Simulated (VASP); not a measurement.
An input for Quantum ESPRESSO's pw.x (written as the equivalent of a VASP run, and not itself run):

```
&CONTROL
  calculation = 'scf'
  pseudo_dir = './pseudo'
  outdir = './out'
  tprnfor = .true.
  tstress = .true.
/
&SYSTEM
  ibrav = 0
  nat = 1
  ntyp = 1
  ecutwfc = 62.5
  occupations = 'smearing'
  smearing = 'methfessel-paxton'
  degauss = 0.00735
  input_dft = 'pbe'
/
&ELECTRONS
  conv_thr = 7.3e-09
  electron_maxstep = 100
/
ATOMIC_SPECIES
  Pb 207.200 Pb.upf
CELL_PARAMETERS angstrom
     0.0000000    2.5134406    2.5134406
     2.5134406   -0.0000000    2.5134406
     2.5134406    2.5134406   -0.0000000
ATOMIC_POSITIONS crystal
  Pb   1.0000000  0.0000000  0.0000000
K_POINTS automatic
  12 12 12 0 0 0
```

Question: Write the VASP files for the same calculation (PBE).

Answer: Several could match; the one computed here: 
INCAR:
```
ALGO = Normal
EDIFF = 1E-7
ENCUT = 480
GGA = PE
ISIF = 2
ISMEAR = 1
LASPH = .TRUE.
LCHARG = .FALSE.
LMAXMIX = 4
LREAL = .FALSE.
LWAVE = .FALSE.
NELM = 100
PREC = Accurate
SIGMA = 0.1
SYSTEM = Pb
```

**POSCAR**
```
Pb
1
    0.0000000000     2.5134406464     2.5134406464
    2.5134406464    -0.0000000000     2.5134406464
    2.5134406464     2.5134406464    -0.0000000000
Pb
1
Direct
  1.0000000000   0.0000000000   0.0000000000
```

### KPOINTS
```
kpoints
0
G
12 12 12
```

POTCAR, in this order: Pb_d (PBE.64 set). Program: vasp_std.

What does not carry over: the potentials are each code's own (VASP's PAW set, PseudoDojo norm-conserving files in pw.x), so ENCUT and ecutwfc are chosen apart and not converted; conv_thr bounds pw.x's estimated SCF error, while EDIFF bounds the energy change between steps.

The compound is Pb in the fcc structure. It was relaxed first.
